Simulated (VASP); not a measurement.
Given:

```
CELL_PARAMETERS angstrom
      0.00000     2.84918     2.84918
      2.84918     0.00000     2.84918
     11.45017    11.45017    -0.05344
ATOMIC_POSITIONS crystal
  Zn 0.99910 0.99910 0.00068
  S  0.26727 0.26727 0.04954
  S  0.25401 0.25401 0.30949
  S  0.24229 0.24229 0.56828
  S  0.23182 0.23182 0.82614
  Cd 0.01368 0.01368 0.23974
  Cd 0.00167 0.00167 0.49874
  Cd 0.99016 0.99016 0.75738
```

Level of theory: PBEsol GGA, VASP's PBE PAW potentials (set 64) (plane waves; VASP). Settings: 400 eV cut-off, 8×8×2 Γ-centred mesh, tetrahedra with Blöchl corrections, potentials Zn S Cd.

Problem. Tabulate the total density of states (states/eV per cell) against energy (eV; zero at the valence-band maximum or, without a gap, the Fermi level).

Solution. 
(E (eV), DOS (states/eV)): (-9.92, 0.00); (-9.70, 0.00); (-9.59, 0.00); (-9.37, 0.00); (-9.14, 0.00); (-9.03, 0.00); (-8.81, 0.00); (-8.59, 0.00); (-8.48, 0.00); (-8.26, 0.00); (-8.04, 0.00); (-7.92, 0.00); (-7.70, 52.8); (-7.48, 25.9); (-7.37, 50.7); (-7.15, 10.4); (-6.93, 8.22); (-6.82, 8.15); (-6.59, 0.00); (-6.37, 0.00); (-6.26, 11.8); (-6.04, 17.7); (-5.93, 27.7); (-5.71, 0.78); (-5.49, 0.00); (-5.37, 0.00); (-5.15, 0.00); (-4.93, 0.00); (-4.82, 0.36); (-4.60, 4.50); (-4.38, 4.87); (-4.27, 6.09); (-4.04, 6.60); (-3.82, 4.72); (-3.71, 3.45); (-3.49, 2.55); (-3.27, 1.89); (-3.16, 1.44); (-2.94, 1.41); (-2.71, 4.41); (-2.60, 6.62); (-2.38, 5.79); (-2.16, 6.88); (-2.05, 8.22); (-1.83, 8.60); (-1.61, 7.01); (-1.49, 7.26); (-1.27, 8.85); (-1.05, 7.50); (-0.94, 7.57); (-0.72, 5.78); (-0.50, 3.35); (-0.39, 2.54); (-0.16, 1.54); (0.06, 0.00); (0.17, 0.00); (0.39, 0.00); (0.61, 0.00); (0.72, 0.00); (0.94, 0.00); (1.06, 0.00); (1.28, 0.01); (1.50, 0.03); (1.61, 0.06); (1.83, 0.12); (2.05, 0.27); (2.16, 0.33); (2.39, 0.41); (2.61, 0.57); (2.72, 0.69); (2.94, 1.49); (3.16, 2.42); (3.27, 2.82); (3.50, 3.87); (3.72, 4.36); (3.83, 4.93); (4.05, 5.76); (4.27, 5.47); (4.38, 5.23); (4.60, 4.24)
Within 2 eV below the valence-band maximum the largest weight inside VASP's projection spheres is S p.

The structure was generated: Cd3ZnS4 was put into an ordered model structure (R3m), which need not be its known phase. It was relaxed first.
